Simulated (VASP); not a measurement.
OSZICAR of a VASP run on CuAu (L1_0):

### OSZICAR
```
       N       E                     dE             d eps       ncg     rms          rms(c)
DAV:   1     0.120270677653E+03    0.12027E+03   -0.10803E+04  4390   0.196E+03
DAV:   2    -0.104935672348E+02   -0.13076E+03   -0.12540E+03  4312   0.321E+02
DAV:   3    -0.149269746886E+02   -0.44334E+01   -0.43702E+01  5489   0.673E+01
DAV:   4    -0.149661156798E+02   -0.39141E-01   -0.39131E-01  4728   0.547E+00
DAV:   5    -0.149668907895E+02   -0.77511E-03   -0.77510E-03  6313   0.813E-01    0.230E+01
DAV:   6     0.482805297446E+01    0.19795E+02   -0.91126E+01  4823   0.257E+02    0.131E+01
DAV:   7     0.959616188276E+01    0.47681E+01   -0.17806E+01  5439   0.152E+02    0.538E+00
DAV:   8     0.969847721316E+01    0.10232E+00   -0.10268E+00  5762   0.186E+01    0.267E+00
DAV:   9     0.971671105670E+01    0.18234E-01   -0.46879E-02  5810   0.524E+00    0.113E+00
DAV:  10     0.970664860665E+01   -0.10062E-01   -0.12692E-01  6307   0.969E+00    0.115E+00
DAV:  11     0.970582707869E+01   -0.82153E-03   -0.38424E-03  4425   0.675E-01    0.119E+00
DAV:  12     0.970730358187E+01    0.14765E-02   -0.89972E-04  6407   0.909E-01    0.106E+00
DAV:  13     0.971314696110E+01    0.58434E-02   -0.18680E-02  6442   0.370E+00    0.362E-01
DAV:  14     0.971408798607E+01    0.94102E-03   -0.55573E-03  6358   0.221E+00    0.122E-01
DAV:  15     0.971403995804E+01   -0.48028E-04   -0.27962E-04  6432   0.281E-01    0.833E-02
DAV:  16     0.971389268605E+01   -0.14727E-03   -0.17855E-04  5377   0.367E-01    0.417E-02
DAV:  17     0.971383256213E+01   -0.60124E-04   -0.99545E-05  6226   0.140E-01    0.617E-02
DAV:  18     0.971387650624E+01    0.43944E-04   -0.26834E-05  6004   0.963E-02    0.386E-02
DAV:  19     0.971388404700E+01    0.75408E-05   -0.27348E-05  5287   0.183E-01    0.234E-02
DAV:  20     0.971388382070E+01   -0.22630E-06   -0.12414E-05  5165   0.462E-02    0.846E-03
DAV:  21     0.971388328974E+01   -0.53096E-06   -0.97362E-07  2352   0.320E-02
   1 F= 0.97138833E+01 E0= 0.97142962E+01  d E =0.971388E+01
       N       E                     dE             d eps       ncg     rms          rms(c)
DAV:   1     0.971247568174E+01   -0.14081E-02   -0.24141E-02  4238   0.354E+00    0.316E-01
DAV:   2     0.971336113143E+01    0.88545E-03   -0.14085E-02  4236   0.405E+00    0.261E-01
DAV:   3     0.971407896870E+01    0.71784E-03   -0.59109E-03  4510   0.296E+00    0.118E-01
DAV:   4     0.971411348607E+01    0.34517E-04   -0.21077E-04  6240   0.431E-01    0.530E-02
DAV:   5     0.971407686218E+01   -0.36624E-04   -0.42169E-05  6346   0.135E-01    0.195E-02
DAV:   6     0.971405761383E+01   -0.19248E-04   -0.62718E-05  6152   0.130E-01    0.188E-02
DAV:   7     0.971406643653E+01    0.88227E-05   -0.14478E-05  6080   0.757E-02    0.105E-03
DAV:   8     0.971406696045E+01    0.52392E-06   -0.25649E-07  2254   0.558E-03
   2 F= 0.97140670E+01 E0= 0.97144748E+01  d E =0.183671E-03
       N       E                     dE             d eps       ncg     rms          rms(c)
DAV:   1     0.971342638799E+01   -0.64005E-03   -0.10127E-02  4216   0.230E+00    0.203E-01
DAV:   2     0.971329902522E+01   -0.12736E-03   -0.57326E-03  4229   0.260E+00    0.169E-01
DAV:   3     0.971383299421E+01    0.53397E-03   -0.24693E-03  4503   0.186E+00    0.800E-02
DAV:   4     0.971387746136E+01    0.44467E-04   -0.91573E-05  6171   0.301E-01    0.354E-02
DAV:   5     0.971392592274E+01    0.48461E-04   -0.20810E-05  6376   0.997E-02    0.128E-02
DAV:   6     0.971393620255E+01    0.10280E-04   -0.25254E-05  6137   0.784E-02    0.109E-02
DAV:   7     0.971393102860E+01   -0.51739E-05   -0.47394E-06  4529   0.432E-02    0.979E-04
DAV:   8     0.971393013924E+01   -0.88936E-06   -0.30084E-07  2172   0.564E-03
   3 F= 0.97139301E+01 E0= 0.97143412E+01  d E =0.468495E-04
```

Question: Which electronic solver shows in the log?

Answer: It is blocked Davidson (ALGO = Normal, or the opening steps of other solvers). The INCAR had ALGO = Normal.

Question: Can the final energy be trusted as converged?

Answer: The calculation finished and met its thresholds. It stopped with EDIFF = 1E-6, NELM = 100, NSW = 60 and EDIFFG = -0.01 after 3 ionic steps (MS2 meta-GGA, plane waves, VASP's PBE PAW potentials (set 64)).

The compound is CuAu in the L1_0 structure. This run relaxes it. Symmetry was kept, so distortions that lower it aren't found. The start is the result of an earlier pass.
